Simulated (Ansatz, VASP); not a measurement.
# Mg (Magnesium): VASP beside Ansatz, part 2 of 2

Aim: how closely do two programs agree when they are given the same cell, functional and k mesh? The structure shown comes from an earlier Ansatz run, which isn't shown and may have moved the atoms alone.

VASP 6.6.1 and Ansatz 0.2.0.

So far: The structure; Ansatz: elastic constants, LDA.

## 3. VASP: elastic constants, LDA

Level of this step: LDA; plane waves and PAW (Mg) (VASP).

The same cell, functional (in two slightly different forms), mesh and smearing now go to VASP, with its own data sets.

Lines of VASP's logs that name or quote its potential files are left out, and so is its time.

INCAR

```
SYSTEM = Mg
PREC = Accurate
ENCUT = 600
EDIFF = 1E-08
NELM = 120
ISMEAR = -1
SIGMA = 0.15
LREAL = .FALSE.
ALGO = Normal
GGA = PW92
NBANDS = 8
LORBIT = 11
LWAVE = .FALSE.
LCHARG = .FALSE.
ISIF = 3
IBRION = 6
NFREE = 2
POTIM = 0.015
NSW = 1
LASPH = .TRUE.
GGA_COMPAT = .FALSE.
KPAR = 2
```

POSCAR

```
Mg
1.0
    3.1364020841      0.0000000000      0.0000000000
   -1.5682010420      2.7162038813      0.0000000000
    0.0000000000      0.0000000000      5.0860072543
Mg
2
Direct
    0.3333333334      0.6666666668      0.2500000000
    0.6666666668      0.3333333334      0.7500000000
```

KPOINTS

```
Automatic mesh
0
Gamma
18 18 10
0 0 0
```

PAW data sets: Mg (LDA family, release 64).

Started as:

```console
mpirun -np 2 vasp_std
```

Numbers of over 12 decimals in the logs are rounded to 6 here.

The program printed:

```text
[banner, memory and clock lines left out]
running    2 mpi-ranks, on    1 nodes
 distrk:  each k-point on    1 cores,    2 groups
 distr:  one band on    1 cores,    1 groups

 POSCAR found type information on POSCAR Mg
 POSCAR found :  1 types and       2 ions
|                                                                             |
|               ----> ADVICE to this user running VASP <----                  |
|                                                                             |
|     You enforced a specific xc type in the INCAR file but a different       |
|     [... a line on the potential file left out ...]
|     I HOPE YOU KNOW WHAT YOU ARE DOING!                                     |
|                                                                             |

 LDA part: xc-table for (Slater(with rela. corr.)+PW92), standard interpolation
 POSCAR, INCAR and KPOINTS ok, starting setup
 FFT: planning ... GRIDC
 FFT: planning ... GRID_SOFT
 FFT: planning ... GRID
 WAVECAR not read
 entering main loop
       N       E                     dE             d eps       ncg     rms          rms(c)
DAV:   1    -0.963066231250E+00   -0.96307E+00   -0.14879E+03  3552   0.407E+02
DAV:   2    -0.364646185184E+01   -0.26834E+01   -0.25906E+01  4968   0.236E+01
DAV:   3    -0.365977890074E+01   -0.13317E-01   -0.13278E-01  4760   0.215E+00
DAV:   4    -0.365980370234E+01   -0.24802E-04   -0.24801E-04  5040   0.789E-02
DAV:   5    -0.365980374245E+01   -0.40115E-07   -0.40175E-07  4736   0.215E-03    0.933E-01
DAV:   6    -0.364817542374E+01    0.11628E-01   -0.58641E-04  4248   0.149E-01    0.593E-01
DAV:   7    -0.363900406234E+01    0.91714E-02   -0.20233E-03  3848   0.273E-01    0.298E-02
DAV:   8    -0.363899590275E+01    0.81596E-05   -0.15522E-05  5664   0.227E-02    0.645E-03
DAV:   9    -0.363899495534E+01    0.94742E-06   -0.63891E-07  4192   0.414E-03    0.590E-04
DAV:  10    -0.363899494065E+01    0.14690E-07   -0.23871E-09  5216   0.352E-04    0.115E-04
DAV:  11    -0.363899494104E+01   -0.39088E-09   -0.82541E-11  2576   0.728E-05
   1 F= -.36389949E+01 E0= -.36093400E+01  d E =-.593099E-01
[... from here on, the cycles between the ionic steps are left out ...]
   2 F= -.36355932E+01 E0= -.36056564E+01  d E =-.598736E-01
   3 F= -.36379846E+01 E0= -.36085981E+01  d E =-.587730E-01
   4 F= -.36355831E+01 E0= -.36056515E+01  d E =-.598632E-01
   5 F= -.36379927E+01 E0= -.36085967E+01  d E =-.587921E-01
   6 F= -.36356718E+01 E0= -.36054763E+01  d E =-.603909E-01
   7 F= -.36380306E+01 E0= -.36089785E+01  d E =-.581042E-01
   8 F= -.36382416E+01 E0= -.36085718E+01  d E =-.593395E-01
   9 F= -.36382416E+01 E0= -.36085718E+01  d E =-.593395E-01
  10 F= -.36384113E+01 E0= -.36087933E+01  d E =-.592360E-01
  11 F= -.36384113E+01 E0= -.36087933E+01  d E =-.592360E-01
  12 F= -.36384119E+01 E0= -.36087917E+01  d E =-.592403E-01
  13 F= -.36384119E+01 E0= -.36087917E+01  d E =-.592403E-01
  14 F= -.36389108E+01 E0= -.36092556E+01  d E =-.593104E-01
  15 F= -.36389108E+01 E0= -.36092556E+01  d E =-.593104E-01
  16 F= -.36386636E+01 E0= -.36090091E+01  d E =-.593091E-01
 Finite differences progress:
  Degree of freedom:   8/  8
  Displacement:        1/  2
  Total:              15/ 16
 bond charge predicted
       N       E                     dE             d eps       ncg     rms          rms(c)
DAV:   1    -0.363882622659E+01   -0.16259E-03   -0.46652E-02  5336   0.102E+00    0.452E-02
DAV:   2    -0.363868418749E+01    0.14204E-03   -0.12839E-03  7072   0.161E-01    0.203E-02
DAV:   3    -0.363866257434E+01    0.21613E-04   -0.16427E-04  5968   0.393E-02    0.757E-03
DAV:   4    -0.363866363768E+01   -0.10633E-05   -0.65516E-06  6120   0.166E-02    0.862E-04
DAV:   5    -0.363866363118E+01    0.65027E-08   -0.35674E-08  8072   0.895E-04
  17 F= -.36386636E+01 E0= -.36090091E+01  d E =-.593091E-01
 Finite differences progress:
  Degree of freedom:   8/  8
  Displacement:        2/  2
  Total:              16/ 16
```

Parts of OUTCAR (step 3):

```text
ion  position               nearest neighbor table
   1  0.333  0.667  0.250-   2 3.12   2 3.12   2 3.12   2 3.12   2 3.12   2 3.12
   2  0.667  0.333  0.750-   1 3.12   1 3.12   1 3.12   1 3.12   1 3.12   1 3.12

  LATTYP: Found a hexagonal cell.
 ALAT       =     3.1364020841
 C/A-ratio  =     1.6216056226

 Subroutine GETGRP returns: Found 24 space group operations
 (whereof 12 operations were pure point group operations)

The static configuration has the point symmetry D_3d.
 The point group associated with its full space group is D_6h.

 Found    222 irreducible k-points:

   k-points           NKPTS =    222   k-points in BZ     NKDIM =    222   number of bands    NBANDS=      8

   dimension x,y,z NGX =    28 NGY =   28 NGZ =   42
   dimension x,y,z NGXF=    56 NGYF=   56 NGZF=   84

   ENCUT  =  600.0 eV  44.10 Ry    6.64 a.u.   6.26  6.26 10.16*2*pi/ulx,y,z

   NELECT =       4.0000    total number of electrons

 k-points in reciprocal lattice and weights: Automatic mesh
   0.00000000  0.00000000  0.00000000       0.000
   0.05555556 -0.00000000  0.00000000       0.002
   0.11111111 -0.00000000  0.00000000       0.002
   0.16666667  0.00000000  0.00000000       0.002
   0.22222222 -0.00000000  0.00000000       0.002
   0.27777778  0.00000000  0.00000000       0.002
   0.33333333 -0.00000000  0.00000000       0.002
   0.38888889  0.00000000  0.00000000       0.002
   0.44444444 -0.00000000  0.00000000       0.002
[...]
0.33333333  0.27777778  0.50000000       0.004
   0.33333333  0.33333333  0.50000000       0.001

 average (electrostatic) potential at core
       1 -38.9901       2 -38.9901

 E-fermi :   2.7847

 k-point     1 :       0.0000    0.0000    0.0000
  band No.  band energies     occupation
      1      -4.3861      2.00000
      2       1.0463      1.99998
      3       1.5237      1.99955
      4      14.0057      0.00000
      5      14.0057      0.00000
      6      14.1643      0.00000
      7      14.1643      0.00000
      8      14.9470      0.00000

 k-point     2 :       0.0556   -0.0000    0.0000
  band No.  band energies     occupation
      1      -4.3230      2.00000
      2       1.1034      1.99997
      3       1.5849      1.99933
      4      12.5727      0.00000
      5      13.2021      0.00000
      6      14.0040      0.00000
      7      15.0548      0.00000
      8      15.6045      0.00000

 k-point     3 :       0.1111   -0.0000    0.0000
  band No.  band energies     occupation
      1      -4.1342      2.00000
      2       1.2746      1.99992
      3       1.7675      1.99773
      4      10.8239      0.00000
      5      12.4245      0.00000
      6      13.2339      0.00000
      7      15.6579      0.00000
      8      15.7974      0.00000

  Total       -0.0856236     -0.0856236     -0.0820795     -0.0000000      0.0000000      0.0000000
  in kB       -3.1661625     -3.1661625     -3.0351081     -0.0000000      0.0000000      0.0000000
  external PRESSURE =      -3.1224777 kB  Pullay stress =       0.0000000 kB

  energy-cutoff  :      600.00
  volume of cell :       43.33
      direct lattice vectors                 reciprocal lattice vectors
     3.136402084  0.000000000  0.000000000     0.318836671  0.184080438  0.000000000
    -1.568201042  2.716203881  0.000000000     0.000000000  0.368160876  0.000000000
     0.000000000  0.000000000  5.086007254     0.000000000  0.000000000  0.196617887

 POSITION                                       TOTAL-FORCE (eV/Angst)
 -----------------------------------------------------------------------------------
      0.00000      1.81080      1.25650         0.000000     -0.000000      0.044177
      1.56820      0.90540      3.81451        -0.000000      0.000000     -0.044177
 -----------------------------------------------------------------------------------
    total drift:                                0.000000      0.000000      0.000015

  FREE ENERGIE OF THE ION-ELECTRON SYSTEM (eV)
  ---------------------------------------------------
  free  energy   TOTEN  =        -3.6386636312 eV

  energy  without entropy=       -3.5793545150  energy(sigma->0) =       -3.60900907

  SYMMETRIZED ELASTIC MODULI (kBar)
 Direction    XX          YY          ZZ          XY          YZ          ZX
 --------------------------------------------------------------------------------
 XX         728.2306    233.1359    232.4701      0.0000      0.0000      0.0000
 YY         233.1359    728.2306    232.4701      0.0000      0.0000      0.0000
 ZZ         232.4701    232.4701    708.6949      0.0000      0.0000      0.0000
 XY           0.0000      0.0000      0.0000    247.5473     -0.0000     -0.0000
 YZ           0.0000      0.0000      0.0000     -0.0000    192.0858      0.0000
 ZX           0.0000      0.0000      0.0000     -0.0000      0.0000    192.0858
 --------------------------------------------------------------------------------

 Eigenvectors and eigenvalues of the dynamical matrix
 ----------------------------------------------------

   1 f  =    7.696025 THz    48.355548 2PiTHz  256.711746 cm-1    31.828186 meV
             X         Y         Z           dx          dy          dz
      0.000000  1.810803  1.271502     0.000000    0.000000    0.707107
      1.568201  0.905401  3.814505     0.000000    0.000000   -0.707107

   2 f  =    3.879859 THz    24.377872 2PiTHz  129.418160 cm-1    16.045800 meV
             X         Y         Z           dx          dy          dz
      0.000000  1.810803  1.271502    -0.559618   -0.432235    0.000000
      1.568201  0.905401  3.814505     0.559618    0.432235    0.000000

   3 f  =    3.879859 THz    24.377872 2PiTHz  129.418160 cm-1    16.045800 meV
             X         Y         Z           dx          dy          dz
      0.000000  1.810803  1.271502     0.432235   -0.559618    0.000000
      1.568201  0.905401  3.814505    -0.432235    0.559618    0.000000

   4 f  =    0.000000 THz     0.000000 2PiTHz    0.000000 cm-1     0.000000 meV
             X         Y         Z           dx          dy          dz
      0.000000  1.810803  1.271502     0.000000    0.000000    0.707107
      1.568201  0.905401  3.814505     0.000000    0.000000    0.707107

   5 f/i=    0.000000 THz     0.000000 2PiTHz    0.000001 cm-1     0.000000 meV
             X         Y         Z           dx          dy          dz
      0.000000  1.810803  1.271502    -0.437732   -0.555330    0.000000
      1.568201  0.905401  3.814505    -0.437732   -0.555330    0.000000

   6 f/i=    0.000000 THz     0.000000 2PiTHz    0.000002 cm-1     0.000000 meV
             X         Y         Z           dx          dy          dz
      0.000000  1.810803  1.271502     0.555330   -0.437732    0.000000
      1.568201  0.905401  3.814505     0.555330   -0.437732    0.000000

 ELASTIC MODULI CONTR FROM IONIC RELAXATION (kBar)
 Direction    XX          YY          ZZ          XY          YZ          ZX
 --------------------------------------------------------------------------------
 XX         -35.5427     35.5427     -0.0000     -0.0000      0.0000      0.0000
 YY          35.5427    -35.5427     -0.0000     -0.0000      0.0000      0.0000
 ZZ          -0.0000     -0.0000     -0.0000     -0.0000      0.0000      0.0000
 XY          -0.0000     -0.0000     -0.0000    -35.5427      0.0000      0.0000
 YZ           0.0000      0.0000      0.0000      0.0000      0.0000      0.0000
 ZX           0.0000      0.0000      0.0000      0.0000      0.0000      0.0000
 --------------------------------------------------------------------------------

 TOTAL ELASTIC MODULI (kBar)
 Direction    XX          YY          ZZ          XY          YZ          ZX
 --------------------------------------------------------------------------------
 XX         692.6879    268.6786    232.4701      0.0000      0.0000      0.0000
 YY         268.6786    692.6879    232.4701      0.0000      0.0000      0.0000
 ZZ         232.4701    232.4701    708.6949      0.0000      0.0000      0.0000
 XY           0.0000      0.0000      0.0000    212.0046     -0.0000     -0.0000
 YZ           0.0000      0.0000      0.0000     -0.0000    192.0858      0.0000
 ZX           0.0000      0.0000      0.0000     -0.0000      0.0000    192.0858
 --------------------------------------------------------------------------------

 total charge
# of ion       s       p       d       tot
------------------------------------------
    1        0.221   0.140   0.013   0.375
    2        0.221   0.140   0.013   0.375
--------------------------------------------------
tot          0.443   0.280   0.026   0.749

[... 3 further parts left out ...]
```

CONTCAR:

```
Mg
   1.00000000000000
     3.1364020841000002    0.0000000000000000    0.0000000000000000
    -1.5682010420000001    2.7162038812999998    0.0000000000000000
     0.0000000000000000    0.0000000000000000    5.0860072543000001
  Mg
     2
Direct
     0.3333333333999988    0.6666666667999976    0.2470507316938413
     0.6666666667999976    0.3333333333999988    0.7500000000000000
```

Levels, forces or a CONTCAR printed for this step are those of its last displaced cell, not of the structure at rest.

## 4. Side by side

Known differences besides the potentials themselves: the data sets hold 20 valence electrons in Ansatz (on its default PAW (the set named soft_2) files) and 4 in VASP; the cutoff is 420 eV in Ansatz and 600 eV in VASP; VASP's log shows a relativistic correction to its local exchange, Ansatz's none; VASP takes each elastic constant from one size of strain, Ansatz from those that its log lists. Total energies have different zeros and are not compared.

Both answers:

```csv
quantity,Ansatz,VASP,difference
C11 (GPa),68.9,69.3,-0.58 %
C22 (GPa),68.9,69.3,-0.58 %
C33 (GPa),70.4,70.9,-0.72 %
C12 (GPa),26.8,26.9,-0.16 %
C13 (GPa),23.2,23.2,-0.17 %
C23 (GPa),23.2,23.2,-0.17 %
C44 (GPa),19.0,19.2,-1.27 %
C55 (GPa),19.0,19.2,-1.27 %
C66 (GPa),21.0,21.2,-0.85 %
```

## 5. Outcome

| Item | Value |
| --- | --- |
| difference in C44 (elastic constants, LDA) | -1.3 % |

The difference in C44 is -1.3 % (elastic constants, LDA), within the 5 % picked in this series as the mark of a large difference. The data sets hold unlike numbers of valence electrons (20 in Ansatz and 4 in VASP), so part of the differences comes from the potentials. How closely two codes agree says nothing of how well the functional describes the real material.

[Lines on the potential files, build, host, timing and source positions are cut from VASP's logs without a mark.]

[Logs are printed without paths, hosts, clocks, repeated set-up lines and the standing remarks that a program may print on its own settings, such as how far it seeks lower states.]

[Hosts, paths, dates, database ids (printed as entryN), source tags and the programs' standing remarks are cut or masked in the printed files.]
